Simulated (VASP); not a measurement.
Level of theory: PBE GGA, VASP's PBE PAW potentials (set 64) (plane waves; VASP).

A VASP calculation is set up with these files.

INCAR:
```
ALGO  =  Normal
EDIFF  =  1E-6
ENCUT  =  400
GGA  =  PE
ISIF  =  2
ISMEAR  =  -1
LASPH  =  .TRUE.
LCHARG  =  .FALSE.
LMAXMIX  =  4
LREAL  =  .FALSE.
LWAVE  =  .FALSE.
NELM  =  100
PREC  =  Accurate
SIGMA  =  0.01
SYSTEM  =  FeAl
```

**POSCAR**
```
FeAl
1
    2.9100000000     0.0000000000     0.0000000000
    0.0000000000     2.9100000000     0.0000000000
    0.0000000000     0.0000000000     2.9100000000
Al Fe
1 1
Direct
  0.5000000000   0.5000000000   0.5000000000
  0.0000000000   0.0000000000   0.0000000000
```

### KPOINTS
```
Regular mesh
0
Gamma
 11 11 11
0 0 0
```

POTCAR, in this order: Al Fe (PBE.64 set). Program: vasp_std.

The run wrote:

**OSZICAR**
```
       N       E                     dE             d eps       ncg     rms          rms(c)
DAV:   1     0.240526138682E+02    0.24053E+02   -0.42479E+03  1016   0.986E+02
DAV:   2    -0.135404051133E+02   -0.37593E+02   -0.36066E+02  1025   0.164E+02
DAV:   3    -0.145363916165E+02   -0.99599E+00   -0.98071E+00  1213   0.355E+01
DAV:   4    -0.145561695251E+02   -0.19778E-01   -0.19754E-01  1343   0.450E+00
DAV:   5    -0.145564807805E+02   -0.31126E-03   -0.31124E-03  1231   0.467E-01    0.135E+01
DAV:   6    -0.169241850822E+02   -0.23677E+01   -0.79076E+01  1148   0.136E+02    0.194E+01
DAV:   7    -0.126265577034E+02    0.42976E+01   -0.40215E+01  1128   0.850E+01    0.253E+00
DAV:   8    -0.126000818387E+02    0.26476E-01   -0.22261E-01  1131   0.558E+00    0.149E+00
DAV:   9    -0.125864728191E+02    0.13609E-01   -0.43502E-02  1198   0.323E+00    0.384E-01
DAV:  10    -0.125860661671E+02    0.40665E-03   -0.62731E-04  1145   0.274E-01    0.152E-01
DAV:  11    -0.125860550447E+02    0.11122E-04   -0.14892E-05  1154   0.425E-02    0.137E-02
DAV:  12    -0.125860548822E+02    0.16248E-06   -0.13779E-06   726   0.156E-02
   1 F= -.12586055E+02 E0= -.12585502E+02  d E =-.110638E-02
```

**OUTCAR**
```
------------------------ aborting loop because EDIFF is reached ----------------------------------------
  FORCE on cell =-STRESS in cart. coord.  units (eV):
  Direction    XX          YY          ZZ          XY          YZ          ZX
  --------------------------------------------------------------------------------------
  Total       -1.1195584     -1.1195584     -1.1195584      0.0000000      0.0000000     -0.0000000
  in kB      -72.7911161    -72.7911161    -72.7911161      0.0000000      0.0000000     -0.0000000
  external PRESSURE =     -72.7911161 kB  Pullay stress =       0.0000000 kB
  volume of cell :       24.64
      direct lattice vectors                 reciprocal lattice vectors
     2.910000000  0.000000000  0.000000000     0.343642612  0.000000000  0.000000000
     0.000000000  2.910000000  0.000000000     0.000000000  0.343642612  0.000000000
     0.000000000  0.000000000  2.910000000     0.000000000  0.000000000  0.343642612
 POSITION                                       TOTAL-FORCE (eV/Angst)
 -----------------------------------------------------------------------------------
      1.45500      1.45500      1.45500         0.000000      0.000000      0.000000
      0.00000      0.00000      0.00000         0.000000      0.000000      0.000000
 -----------------------------------------------------------------------------------
    total drift:                                0.000000      0.000000      0.000000
  FREE ENERGIE OF THE ION-ELECTRON SYSTEM (eV)
  ---------------------------------------------------
  free  energy   TOTEN  =       -12.5860548822 eV

  energy  without entropy=      -12.5849484986  energy(sigma->0) =      -12.58550169
```
(Selected blocks of OUTCAR.)

The compound is FeAl in the CsCl type structure. The cell was not relaxed at this level. The run is one of a series of settings (ISMEAR = -1, SIGMA = 0.01 against the base run), some of them coarse on purpose. The run is not spin-polarised, so no magnetic state was tried. The electron count is odd and the run is not spin-polarised, which forces a metal.
